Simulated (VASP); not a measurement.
All values below come from PBE GGA, VASP's PBE PAW potentials (set 64) (plane waves; VASP).

Input for VASP

POSCAR:
```
CuAu
1
    2.7243998144     0.0000000000     0.0000000000
    0.0000000000     2.7243998144     0.0000000000
    0.0000000000    -0.0000000000     3.5718970810
Cu Au
1 1
Direct
  0.0000000000   0.0000000000   0.0000000000
  0.5000000000   0.5000000000   0.5000000000
```

**KPOINTS**
```
Automatic mesh
0
Gamma
12 12 10
0 0 0
```

**INCAR**
```
SYSTEM = CuAu
PREC = Accurate; ENCUT = 480; LREAL = .FALSE.
LASPH = .TRUE.
EDIFF = 1E-7; NELM = 100; ALGO = Normal
LMAXMIX = 6
ISMEAR = 1; SIGMA = 0.1
GGA = PE
ISIF = 2
LWAVE = .FALSE.; LCHARG = .FALSE.
```

POTCAR, in this order: Cu Au (PBE.64 set). Program: vasp_std.

Output

OUTCAR:
```
 ion  position               nearest neighbor table
   1  0.000  0.000  0.000-   2 2.63   2 2.63   2 2.63   2 2.63   2 2.63   2 2.63   2 2.63   2 2.63
  LATTYP: Found a simple tetragonal cell.
 ALAT       =     2.7243998144
 C/A-ratio  =     1.3110766864
 Subroutine PRICEL returns:
 Original cell was already a primitive cell.
 Subroutine GETGRP returns: Found 16 space group operations
The static configuration has the point symmetry D_4h.
The dynamic configuration has the point symmetry D_4h.
 Subroutine INISYM returns: Found 16 space group operations
 Subroutine IBZKPT returns following result:
 Found    168 irreducible k-points:

 Following reciprocal coordinates:
            Coordinates               Weight
  0.000000  0.000000  0.000000      1.000000
  0.083333  0.000000  0.000000      4.000000
  0.166667  0.000000  0.000000      4.000000
  0.250000  0.000000  0.000000      4.000000
  0.333333  0.000000  0.000000      4.000000
  0.416667  0.000000  0.000000      4.000000
  0.500000  0.000000  0.000000      2.000000
  0.083333  0.083333  0.000000      4.000000
  0.166667  0.083333  0.000000      8.000000
  0.250000  0.083333  0.000000      8.000000
  0.333333  0.083333  0.000000      8.000000
  0.416667  0.083333  0.000000      8.000000
  0.500000  0.083333  0.000000      4.000000
  0.166667  0.166667  0.000000      4.000000
  0.250000  0.166667  0.000000      8.000000
  0.333333  0.166667  0.000000      8.000000
  0.416667  0.166667  0.000000      8.000000
  0.500000  0.166667  0.000000      4.000000
  0.250000  0.250000  0.000000      4.000000
  0.333333  0.250000  0.000000      8.000000
  0.416667  0.250000  0.000000      8.000000
  0.500000  0.250000  0.000000      4.000000
  0.333333  0.333333  0.000000      4.000000
  0.416667  0.333333  0.000000      8.000000
...
```

### OSZICAR
```
       N       E                     dE             d eps       ncg     rms          rms(c)
DAV:   1     0.125563731462E+03    0.12556E+03   -0.11011E+04  5319   0.204E+03
DAV:   2    -0.369282478493E+01   -0.12926E+03   -0.12374E+03  5145   0.329E+02
DAV:   3    -0.778015665332E+01   -0.40873E+01   -0.40252E+01  6287   0.689E+01
DAV:   4    -0.782210335085E+01   -0.41947E-01   -0.41938E-01  5734   0.591E+00
DAV:   5    -0.782331232786E+01   -0.12090E-02   -0.12090E-02  7591   0.110E+00    0.140E+01
DAV:   6    -0.715075340577E+01    0.67256E+00   -0.65164E+00  5122   0.767E+01    0.602E+00
DAV:   7    -0.694555499251E+01    0.20520E+00   -0.29896E+00  6212   0.836E+01    0.733E+00
DAV:   8    -0.683253986274E+01    0.11302E+00   -0.37510E-01  6050   0.191E+01    0.318E+00
DAV:   9    -0.682420040398E+01    0.83395E-02   -0.25867E-02  7850   0.393E+00    0.137E-01
DAV:  10    -0.682406382414E+01    0.13658E-03   -0.22650E-03  6775   0.666E-01    0.972E-02
DAV:  11    -0.682405247504E+01    0.11349E-04   -0.10833E-04  7546   0.179E-01    0.414E-02
DAV:  12    -0.682404778117E+01    0.46939E-05   -0.11017E-06  6705   0.116E-02    0.369E-03
DAV:  13    -0.682404769044E+01    0.90729E-07   -0.43566E-07  5959   0.251E-02
   1 F= -.68240477E+01 E0= -.68238583E+01  d E =-.568040E-03
```

File OUTCAR:
```
------------------------ aborting loop because EDIFF is reached ----------------------------------------
  FORCE on cell =-STRESS in cart. coord.  units (eV):
  Direction    XX          YY          ZZ          XY          YZ          ZX
  --------------------------------------------------------------------------------------
  Total        4.1809617      4.1809617      3.7330341      0.0000000      0.0000000      0.0000000
  in kB      252.6656167    252.6656167    225.5962690      0.0000000      0.0000000      0.0000000
  external PRESSURE =     243.6425008 kB  Pullay stress =       0.0000000 kB
  volume of cell :       26.51
      direct lattice vectors                 reciprocal lattice vectors
     2.724399814  0.000000000  0.000000000     0.367053321  0.000000000  0.000000000
     0.000000000  2.724399814  0.000000000     0.000000000  0.367053321  0.000000000
     0.000000000  0.000000000  3.571897081     0.000000000  0.000000000  0.279963274
 POSITION                                       TOTAL-FORCE (eV/Angst)
 -----------------------------------------------------------------------------------
      0.00000      0.00000      0.00000         0.000000      0.000000      0.000000
      1.36220      1.36220      1.78595         0.000000      0.000000      0.000000
 -----------------------------------------------------------------------------------
    total drift:                               -0.000000      0.000000      0.000000
  FREE ENERGIE OF THE ION-ELECTRON SYSTEM (eV)
  ---------------------------------------------------
  free  energy   TOTEN  =        -6.8240476904 eV

  energy  without entropy=       -6.8234796504  energy(sigma->0) =       -6.82385834
```
(Selected blocks of OUTCAR.)

### OUTCAR
```
 val. band max:       10.2553834672   @ k =   0.1667   0.0833   0.3000

 cond. band min:      10.2605998100   @ k =   0.5000   0.0833   0.1000


 Fermi energy:        10.2604932710

 k-point     1 :       0.0000    0.0000    0.0000
  band No.  band energies     occupation
      1      -0.4922      2.00000
      2       2.7977      2.00000
      3       2.9623      2.00000
      4       5.7340      2.00000
      5       5.7340      2.00000
      6       6.9806      2.00000
      7       7.0347      2.00000
      8       7.8519      2.00000
      9       8.3914      2.00000
     10       8.6555      2.00000
     11       8.6555      2.00000
     12      12.1812     -0.00000
     13      19.1279      0.00000
     14      20.6109      0.00000
     15      20.6109      0.00000

 k-point     2 :       0.0833    0.0000    0.0000
  band No.  band energies     occupation
      1      -0.3162      2.00000
      2       2.8909      2.00000
      3       3.0682      2.00000
      4       5.6224      2.00000
      5       5.7784      2.00000
      6       6.9018      2.00000
      7       7.0647      2.00000
      8       7.8429      2.00000
      9       8.3027      2.00000
     10       8.3435      2.00000
     11       8.6149      2.00000
     12      12.7277      0.00000
     13      18.7643      0.00000
     14      19.8989      0.00000
     15      20.9224      0.00000

 k-point     3 :       0.1667    0.0000    0.0000
  band No.  band energies     occupation
      1       0.1863      2.00000
      2       3.0887      2.00000
      3       3.4421      2.00000
      4       5.3074      2.00000
      5       5.9074      2.00000
      6       6.6777      2.00000
      7       7.1235      2.00000
      8       7.7834      2.00000
      9       7.8444      2.00000
     10       8.0919      2.00000
     11       8.4963      2.00000
     12      13.9843      0.00000
     13      17.0125      0.00000
     14      19.5107      0.00000
     15      21.7980      0.00000
...
```

Unless said otherwise, spin-orbit coupling is left out, though it shifts the bands of the heavy elements here.

The compound is CuAu in the L1_0 structure. This cell was strained or had an atom moved on purpose.
